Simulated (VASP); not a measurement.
VASP runs on ZrS$_{2}$ share one base input (LDA (Ceperley-Alder, Perdew-Zunger), plane waves, VASP's LDA PAW potentials (set 64)) and change the settings named in each case.

**INCAR**
```
# general
SYSTEM  = ZrS2
PREC    = Accurate
ENCUT   = 300
LREAL   = .FALSE.   # projection in real space or not
LASPH   = .TRUE.

# electronic loop
EDIFF   = 1E-6   # SCF stop (eV)
NELM    = 100   # most electronic steps
ALGO    = Normal   # blocked Davidson
LMAXMIX = 4

# smearing
ISMEAR  = -1
SIGMA   = 0.1

# ions
ISIF    = 2

# output
LWAVE   = .FALSE.
LCHARG  = .FALSE.
```

### POSCAR
```
ZrS2
1
    3.5749660000     0.0000000000     0.0000000000
   -1.7874840000     3.0960120000     0.0000000000
    0.0000000000     0.0000000000    16.9473320000
Zr S
1 2
Direct
  0.0000000000   0.0000000000   0.5000000000
  0.3333330000   0.6666670000   0.5869560000
  0.6666670000   0.3333330000   0.4130440000
```

### KPOINTS
```
Automatic mesh
0
Gamma
11 11 1
0 0 0
```

POTCAR, in this order: Zr_sv S (LDA.64 set). Program: vasp_std.

| change | E(σ→0) (eV/atom) | largest force (eV/Å) | −TS (eV) |
|---|---|---|---|
| base run | -7.7438 | 0.177 | -0.0015 |
| SIGMA = 0.5 | -7.6934 | ___ | ___ |
| ENCUT = 390 | -7.7463 | ___ | -0.0015 |
| GGA = PE, KPOINTS 9×9×1 Γ-centred mesh, POTCAR Zr_sv S (PBE.64 set) | -7.1166 | 0.337 | -0.0011 |
| EDIFF = 1E-08 | -7.7438 | 0.177 | -0.0015 |

**Question.** What belongs in the gaps?

**Answer.** 
- ENCUT = 390, largest force (eV/Å): 0.192
- SIGMA = 0.5, largest force (eV/Å): 0.016
- SIGMA = 0.5, −TS (eV): -0.8149

Energies of different potentials or functionals have different zeros.  The cell holds a wide vacuum, so values per volume refer to the whole cell.

Left out are runs that ran out of time, are held back, or changed the cell or the kind of run, fixed moments of cells without a moment, rows past the twelfth, gaps on odd meshes, pressures of charged cells and columns that move by less than the noise.

The cell is a sheet or thin cut with vacuum, built from a generated structure.
